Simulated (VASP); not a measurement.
Shape and ions are relaxed at each volume.

Data:

```yaml
crystal:
  lattice:
    - [4.41681, 0.00000, 0.00000]
    - [0.00000, 4.41681, 0.00000]
    - [0.00000, 0.00000, 2.91056]
  atoms:
    - { symbol: Cr, position: [0.00000, 0.00000, 0.00000], spin: 2.1 }
    - { symbol: Cr, position: [0.50000, 0.50000, 0.50000], spin: 2.1 }
    - { symbol: O, position: [0.30306, 0.30306, 0.00000], spin: -0.1 }
    - { symbol: O, position: [0.80306, 0.19694, 0.50000], spin: -0.1 }
    - { symbol: O, position: [0.19694, 0.80306, 0.50000], spin: -0.1 }
    - { symbol: O, position: [0.69694, 0.69694, 0.00000], spin: -0.1 }
```

These are optB86b-vdW, VASP's PBE PAW potentials (set 64) (plane waves; VASP) values and carry that method's errors. Numerical set-up: 520 eV cut-off, 7×7×10 Γ-centred mesh, first-order Methfessel-Paxton smearing of 0.10 eV, potentials Cr_pv O.

Question: Give the energy at these volumes per atom, relative to the lowest: 8.88, 9.17, 9.45, 9.73, 10.02 Å³.

Answer: 31.0, 7.6, 0.0, 5.6, 22.2 meV/atom. A third-order Birch-Murnaghan fit gives B0 = 246 GPa and B0′ = 4.9.

The compound is CrO2 in the rutile structure. It was relaxed first.
